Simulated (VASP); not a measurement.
All values below come from PBEsol GGA, VASP's PBE PAW potentials (set 64) (plane waves; VASP).

A VASP calculation is set up with these files.

POSCAR:
```
ErSb
4.2857440
  0.0000000000   0.7071067206   0.7071067206
  0.7071067206   0.0000000000   0.7071067206
  0.7071067206   0.7071067206   0.0000000000
Er Sb
1 1
Cartesian
  0.0000000000   0.0000000000   0.0000000000
  0.7071067206   0.7071067206   0.7071067206
```

KPOINTS:
```
Automatic mesh
0
Gamma
12 12 12
0 0 0
```

**INCAR**
```
# general
SYSTEM  = ErSb
PREC    = Accurate
ENCUT   = 400
LREAL   = F
LASPH   = T

# electronic loop
EDIFF   = 1E-7
NELM    = 100
ALGO    = Normal
LMAXMIX = 6

# smearing
ISMEAR  = -5

# functional
GGA     = PS

# ions
ISIF    = 2

# output
LWAVE   = F
LCHARG  = T
LORBIT  = 11
NEDOS   = 601
```

POTCAR, in this order: Er_3 Sb (PBE.64 set). Program: vasp_std.

The run wrote:

OSZICAR:
```
       N       E                     dE             d eps       ncg     rms          rms(c)
DAV:   1     0.267240059846E+02    0.26724E+02   -0.56343E+03  2475   0.968E+02
DAV:   2    -0.102175518651E+02   -0.36942E+02   -0.34807E+02  2585   0.273E+02
DAV:   3    -0.118229783461E+02   -0.16054E+01   -0.15829E+01  2647   0.442E+01
DAV:   4    -0.118416994431E+02   -0.18721E-01   -0.18602E-01  2824   0.340E+00
DAV:   5    -0.118419190589E+02   -0.21962E-03   -0.22178E-03  2661   0.340E-01    0.215E+01
DAV:   6    -0.117162233593E+02    0.12570E+00   -0.32505E-01  2976   0.651E+00    0.134E+01
DAV:   7    -0.117284957084E+02   -0.12272E-01   -0.18335E-01  2904   0.578E+00    0.851E-01
DAV:   8    -0.117206125257E+02    0.78832E-02   -0.40362E-02  2986   0.205E+00    0.103E-01
DAV:   9    -0.117206707864E+02   -0.58261E-04   -0.63963E-04  2075   0.215E-01    0.742E-02
DAV:  10    -0.117206912014E+02   -0.20415E-04   -0.74917E-05  2695   0.614E-02    0.479E-02
DAV:  11    -0.117206785121E+02    0.12689E-04   -0.20978E-05  2876   0.454E-02    0.124E-02
DAV:  12    -0.117206794468E+02   -0.93465E-06   -0.70547E-07  2600   0.977E-03    0.557E-03
DAV:  13    -0.117206799109E+02   -0.46413E-06   -0.61732E-08  1377   0.307E-03    0.722E-04
DAV:  14    -0.117206800594E+02   -0.14850E-06   -0.16702E-08  1317   0.288E-03    0.879E-04
DAV:  15    -0.117206801894E+02   -0.12999E-06   -0.18250E-08  1248   0.352E-03    0.343E-04
DAV:  16    -0.117206800823E+02    0.10705E-06   -0.89121E-09  1215   0.269E-03    0.193E-04
DAV:  17    -0.117206800623E+02    0.20049E-07   -0.62232E-09  1179   0.177E-03
   1 F= -.11720680E+02 E0= -.11720680E+02  d E =0.000000E+00
```

File OUTCAR:
```
------------------------ aborting loop because EDIFF is reached ----------------------------------------
  FORCE on cell =-STRESS in cart. coord.  units (eV):
  Direction    XX          YY          ZZ          XY          YZ          ZX
  --------------------------------------------------------------------------------------
  Total        0.0006291      0.0006291      0.0006291      0.0000000      0.0000000     -0.0000000
  in kB        0.0181069      0.0181069      0.0181069      0.0000000      0.0000000     -0.0000000
  external PRESSURE =       0.0181069 kB  Pullay stress =       0.0000000 kB
  volume of cell :       55.66
      direct lattice vectors                 reciprocal lattice vectors
     0.000000000  3.030478385  3.030478385    -0.164990452  0.164990452  0.164990452
     3.030478385  0.000000000  3.030478385     0.164990452 -0.164990452  0.164990452
     3.030478385  3.030478385  0.000000000     0.164990452  0.164990452 -0.164990452
 POSITION                                       TOTAL-FORCE (eV/Angst)
 -----------------------------------------------------------------------------------
      0.00000      0.00000      0.00000        -0.000000      0.000000      0.000000
      3.03048      3.03048      3.03048         0.000000     -0.000000     -0.000000
 -----------------------------------------------------------------------------------
    total drift:                                0.000000      0.000000      0.000000
  FREE ENERGIE OF THE ION-ELECTRON SYSTEM (eV)
  ---------------------------------------------------
  free  energy   TOTEN  =       -11.7206800623 eV

  energy  without entropy=      -11.7206800623  energy(sigma->0) =      -11.72068006

 total charge

# of ion       s       p       d       tot
------------------------------------------
    1        0.344   6.687   1.154   8.185
    2        1.116   1.469   0.016   2.601
--------------------------------------------------
tot          1.461   8.155   1.170  10.786
```
(Selected blocks of OUTCAR.)

The 4f electrons are frozen in the core of the lanthanide potential, so 4f levels, which can set the real gap, and their magnetism are missing. For a metal the tetrahedron method with Blöchl corrections gives inexact stress and forces.

The structure comes from a measured ErSb entry (Fm-3m) of the Crystallography Open Database, whose conditions weren't checked. It was relaxed first.
